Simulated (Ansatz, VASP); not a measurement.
# AlN: VASP beside Ansatz

Aim: how closely do two programs agree when they are given the same cell, functional and k mesh? The cell is taken from a series of runs on this material, whose earlier steps may have relaxed, scaled, displaced or heated it; both programs get it as it stands.

Calculated with Ansatz 0.2.0; plane waves, with VASP 6.6.1 beside it; zone-centre phonons at LDA.

### Step 1. The starting structure

Symmetry: P6_3mc, No. 186, hexagonal system. The conventional cell has a = 3.050 Å, b = 3.050 Å, c = 4.866 Å, α = 90.00°, β = 90.00°, γ = 120.00°. Nearest to N lie 4 Al at 1.85 to 1.86 Å. Nearest to Al lie 4 N at 1.85 to 1.86 Å. Farther neighbours and most contacts between anions are not listed.

### Step 2. Ansatz: zone-centre phonons, LDA, pair 1

Ansatz runs on its PAW soft_1 files.

Second derivatives magnify differences that forces hide, and they need a tight electronic threshold.

Contents of input.yaml:

```yaml
crystal:
  lattice:
    - [3.0501824983, 0.0, 0.0]
    - [-1.5250912491, 2.6415355297, 0.0]
    - [0.0, 0.0, 4.86581116]
  atoms:
    - { symbol: "N", position: [0.3333333333, 0.6666666667, 0.3814637876] }
    - { symbol: "N", position: [0.6666666667, 0.3333333333, 0.8814637876] }
    - { symbol: Al, position: [0.3333333333, 0.6666666667, -0.0014637876] }
    - { symbol: Al, position: [0.6666666667, 0.3333333333, 0.4985362124] }
kpoints:
  mp_grid: { grid: [9, 9, 6] }
hamiltonian:
  xc: lda
  pseudopotentials: { kind: paw, azcp: { folder: soft_1 }, xc_functional: pbe }
scf:
  occupations: { method: fixed }
output:
  eigenvalues: true
phonons:
  method: dfpt
  dielectric: true
  rigid_motions: translations
```

On the command line:

```
$ ansatz run input.yaml --threads 8 --pin off --max-ram 16384MiB --backend cpu --events-out ev --progress --plain --runs-dir out
```

Numbers of over 12 decimals in the logs are rounded to 6 here.

What it wrote:

```text
Engine: ansatz 0.2.0, x86_64-unknown-linux-gnu
Pseudopotentials: kind: paw
Pseudopotential: N, paw, valence charge 5, recommended cutoff 420 eV (normal), soft_1/N.paw.azcp
Pseudopotential: Al, paw, valence charge 3, recommended cutoff 420 eV (normal), soft_1/Al.paw.azcp
Functional definition: SPW92
  exchange = slater_x
  correlation = pw_c
Crystal: 4 atoms, lattice volume = 39.205 Å³
Basis set: ecut = 420 eV, 761 PW (Γ), exchange–correlation on 48×48×72 points (8 copies of the dense FFT grid, shifted against one another)
Bands: 12, of which v1, the nominal top of the filled ones, is band 8 counted from 1 (7 counted from 0)
Symmetry: 12 space group operations
k-points: 140 of 486 (irreducible under 2 space group operations, time reversal used)
Non-local potential: N, projectors of the file, l = 0: 2, l = 1: 2, l = 2: 1
Non-local potential: Al, projectors of the file, l = 0: 2, l = 1: 2, l = 2: 1
PAW form: soft (Blöchl's): semilocal exchange-correlation on the pseudo side does not see the compensation charge
PAW frozen core: N, regenerated for the run's functional, and the local potential with it (the file was generated under x = pbe(κ = 0.804, μ = 0.219515), c = pbe(β = 0.066725))
PAW frozen core: Al, regenerated for the run's functional, and the local potential with it (the file was generated under x = pbe(κ = 0.804, μ = 0.219515), c = pbe(β = 0.066725))
PAW one-centre angular grid: N, 110 points (default); XC on 64 Gauss nodes
PAW one-centre angular grid: Al, 110 points (default); XC on 64 Gauss nodes
Initial density: superposition of atomic densities (chi_scale 0.1, normalization cell, long waves kept (reshape's long-wave potential 0.00 eV rms))
Initial wavefunctions: pseudopotential atomic-orbital guess
Functional: x = slater, c = lda
SCF iter   1: F=—  HF=-1782.944587 eV  |F-HF|=—  |Δ(HF+E_count)|=         —  Δρ=1.45e-1  dr2=9.73e0  ethr=3.10e-3  ⟨swp⟩=4.7  Hψ=9131  notcnv=0  defer=151
preconditioner: auto → none  [insulator: Δε(μ)=6.212 eV  Ē_g=14.738 eV  n_scr=2 (ndim 8)  ℏωp=23.7 eV  f_vac=0.000  ε∞_Penn≈3.6]
SCF iter   2: F=—  HF=-1780.120447 eV  |F-HF|=—  |Δ(HF+E_count)|=    2.82e0  Δρ=7.62e-2  dr2=1.31e0  ethr=3.10e-3  ⟨swp⟩=3.3  Hψ=5127  notcnv=0  defer=272
SCF iter   3: F=—  HF=-1779.707935 eV  |F-HF|=—  |Δ(HF+E_count)|=   4.13e-1  Δρ=2.24e-2  dr2=9.94e-2  ethr=3.10e-3  ⟨swp⟩=2.1  Hψ=4040  notcnv=0  defer=263
SCF iter   4: F=—  HF=-1779.667075 eV  |F-HF|=—  |Δ(HF+E_count)|=   4.09e-2  Δρ=7.87e-4  dr2=7.78e-5  ethr=6.22e-4  ⟨swp⟩=2.0  Hψ=1973  notcnv=0  defer=280
SCF iter   5: F=—  HF=-1779.666994 eV  |F-HF|=—  |Δ(HF+E_count)|=   8.13e-5  Δρ=1.90e-4  dr2=4.44e-6  ethr=4.87e-7  ⟨swp⟩=2.0  Hψ=2800  notcnv=0  defer=280
SCF iter   6: F=—  HF=-1779.666991 eV  |F-HF|=—  |Δ(HF+E_count)|=   2.25e-6  Δρ=1.64e-5  dr2=6.25e-8  ethr=2.78e-8  ⟨swp⟩=2.0  Hψ=2583  notcnv=0
SCF iter   7: F=—  HF=-1779.666991 eV  |F-HF|=—  |Δ(HF+E_count)|=   3.26e-7  Δρ=2.49e-6  dr2=1.11e-9  ethr=3.90e-10  ⟨swp⟩=2.0  Hψ=2693  notcnv=0
SCF iter   8: F=-1779.666991 eV  HF=-1779.666991 eV  |F-HF|=9.55e-12  |Δ(HF+E_count)|=  1.87e-10  Δρ=2.18e-7  dr2=1.37e-11  ethr=1.00e-12  ⟨swp⟩=6.1  Hψ=9497  notcnv=0
SCF 1 converged in 8 iterations: F = -1779.666991 eV  dr2 = 1.37e-11
  greatest PAW one-centre occupation: 0.786 electrons in one spin orbital (limit 2), on the N atom at site 1 (counted from 0), in its partial waves of l = 0
NSCF: frozen V_eff on 4 k-points
DFPT response loops at Γ: preconditioner auto → none (the input reference at scf.mixing.eps_inf says where Resta's filter doesn't serve); β = 0.50; Broyden in place of MSR1
── the response to a field inside a basis, on 10×10×6 k-points: an SCF that follows is theirs, and a resumed run solves both again ──
Bands: 9, of which v1, the nominal top of the filled ones, is band 8 counted from 1 (7 counted from 0)
k-points: 90 of 600 (irreducible under 4 space group operations, time reversal used)
Initial density: handed on by an earlier stage of this run
Initial wavefunctions: pseudopotential atomic-orbital guess (no wavefunctions were taken with the density)
Eigensolver: Dense (90 Hₖ)
SCF iter   1: F=—  HF=-1779.669163 eV  |F-HF|=—  |Δ(HF+E_count)|=         —  Δρ=4.13e-4  dr2=9.24e-6  ethr=1.00e-1
preconditioner: auto → none  [insulator: Δε(μ)=5.160 eV  Ē_g=11.470 eV  n_scr=2 (ndim 8)  ℏωp=23.7 eV  f_vac=0.000  ε∞_Penn≈5.3]
SCF iter   2: F=—  HF=-1779.669164 eV  |F-HF|=—  |Δ(HF+E_count)|=   5.37e-7  Δρ=1.99e-4  dr2=2.59e-6  ethr=5.78e-8
SCF iter   3: F=—  HF=-1779.669164 eV  |F-HF|=—  |Δ(HF+E_count)|=   7.85e-7  Δρ=6.67e-5  dr2=9.41e-7  ethr=1.62e-8
SCF iter   4: F=-1779.669164 eV  HF=-1779.669164 eV  |F-HF|=2.60e-10  |Δ(HF+E_count)|=   2.52e-7  Δρ=5.54e-6  dr2=3.20e-9  ethr=5.88e-9
SCF 1 converged in 4 iterations: F = -1779.669164 eV  dr2 = 3.20e-9
DFPT response loops at Γ: mixed as the last ones told, above
SCF converged after 8 iterations
Free energy (F): -1779.666991 eV
Harris-Foulkes:  -1779.666991 eV  (|F-HF|=9.55e-12)
Internal energy: -1779.666991 eV  (E = F + TS)
E sigma→0 (E₀):  -1779.666991 eV
Fermi energy:    7.571597 eV
--- Per-component energies (eV) ---
  E_band       = 35.218133
  E_kinetic    = 317.633865
  E_local      = -410.109929  (includes V_loc(G=0)·N_el)
  E_nonlocal   = 94.192229
  E_hartree    = 150.285051
  E_xc         = -197.518579
  E_vxc        = -215.245788  (∫ρ·V_xc dr)
  E_paw        = -1129.971242  (= ΣΔE_a)
  E_vpaw       = -51.824123  (= ΣTr[D̂ρ^β])
  E_aug_tail   = 0.001757  (compensation charges beyond the density's cutoff)
  E_ewald      = -604.451664
  E_core_change = 0.271521  (= ΣΔE_core)
  E_smearing   = -0.000000  (= −TS)
  E_closure    = -0.000000  (closes the sum)
  Σ components = -1779.666991   (vs F -1779.666991, Δ=0.00e0)
--- Band table (eV; the first three rows and the last of 140) ---
  k-point 0: bands = [... 4 lower, 6.6189, 7.2956, 7.2956, 7.5716, 12.3330, 14.6148, 18.5671, 18.9134]
  k-point 1: bands = [... 4 lower, 6.6618, 6.9723, 7.2477, 7.2477, 12.7996, 14.6937, 18.3816, 18.8771]
  k-point 2: bands = [... 4 lower, 6.7806, 6.7806, 7.1189, 7.1189, 13.7215, 14.7895, 18.0779, 18.9275]
  k-point 139: bands = [... 4 lower, 4.8178, 4.8178, 6.4389, 6.4389, 14.2622, 14.2622, 17.1196, 17.1196]
--- Phonons (Γ-DFPT): 4 representative perturbations + reference, on 140 of 486 k-points (Σ response iterations 12) ---
  k mesh reduced under 2 symmetry operations, with k and −k counted as one. Each operation leaves every solved perturbation unchanged. A smaller set is not considered because the run solves the response to a homogeneous field
  ASR residual: 3.649e-5 → 0.000e0 eV/Å²; symmetrization residual: 4.932e-6 eV/Å²
  ASR residual per site (eV/Å²): 2.48e-5 2.48e-5 3.65e-5 3.65e-5
  Γ frequencies (cm⁻¹): 0.00 0.00 0.00 239.12 239.12 573.26 655.43 713.22 713.22 720.39 720.39 763.56
  ε∞ (high-frequency dielectric tensor):
        4.330885     0.000000     0.000000
        0.000000     4.330885     0.000000
        0.000000     0.000000     4.559657
  ε⁰ (static dielectric tensor: ions relaxed, cell fixed):
        7.657499     0.000000     0.000000
        0.000000     7.657499     0.000000
        0.000000     0.000000     9.131489
  ε⁰ − ε∞ (ionic part):
        3.326614     0.000000     0.000000
        0.000000     3.326614     0.000000
        0.000000     0.000000     4.571832
  softest optical mode at Γ: 239.12 cm⁻¹; the repairs (sum rule, projections) moved no ω² at Γ by more than (1.28 cm⁻¹)²
  Born effective charges Z* (e; rows j = field, columns β = displacement):
    site 0:
        -2.51816   -0.00000   -0.00000
        -0.00000   -2.51816    0.00000
        -0.00000    0.00000   -2.68591
    site 1:
        -2.51816   -0.00000   -0.00000
        -0.00000   -2.51816   -0.00000
        -0.00000   -0.00000   -2.68591
    site 2:
         2.51816    0.00000    0.00000
         0.00000    2.51816    0.00000
         0.00000    0.00000    2.68591
    site 3:
         2.51816    0.00000    0.00000
         0.00000    2.51816    0.00000
         0.00000    0.00000    2.68591
  Z* charge neutrality: 1.362e-3 e pre-enforcement
  solved inside a basis spanned on kpoints, on 10×10×6 k-points, its susceptibility summed on 16×16×8: ε∞ is read to err by 1.2e-2, Z* by 9.5e-3 e (field_mesh: kpoints solves on kpoints); Z* is corrected for what the basis lacks
  optical modes at Γ without the LO–TO term, one row a degenerate level:
      ω (cm⁻¹)  modes    IR ((D/Å)²/amu)
        239.12      2             0.0000
        573.26      1             0.0000
        655.43      1            36.1014
[...]
optical modes at Γ + LO–TO along q̂ = [1.0000, 0.0000, 0.0000]:
      ω (cm⁻¹)  modes    IR ((D/Å)²/amu)
[...]
optical modes at Γ + LO–TO along q̂ = [0.0000, 1.0000, 0.0000]:
      ω (cm⁻¹)  modes    IR ((D/Å)²/amu)
[...]
763.56      1             0.0000
        957.90      1            31.7330
  optical modes at Γ + LO–TO along q̂ = [0.0000, 0.0000, 1.0000]:
      ω (cm⁻¹)  modes    IR ((D/Å)²/amu)
        239.12      2             0.0000
        573.26      1             0.0000
        713.22      2             0.0000
        720.39      2            63.4659
        763.56      1             0.0000
        927.54      1            36.1014
```

[end of part 1 of 4]

[Lines on the potential files, build, host, timing and source positions are cut from VASP's logs without a mark.]

[Logs are printed without paths, hosts, clocks, repeated set-up lines and the standing remarks that a program may print on its own settings, such as how far it seeks lower states.]

[Hosts, paths, dates, database ids (printed as entryN), source tags and the programs' standing remarks are cut or masked in the printed files.]
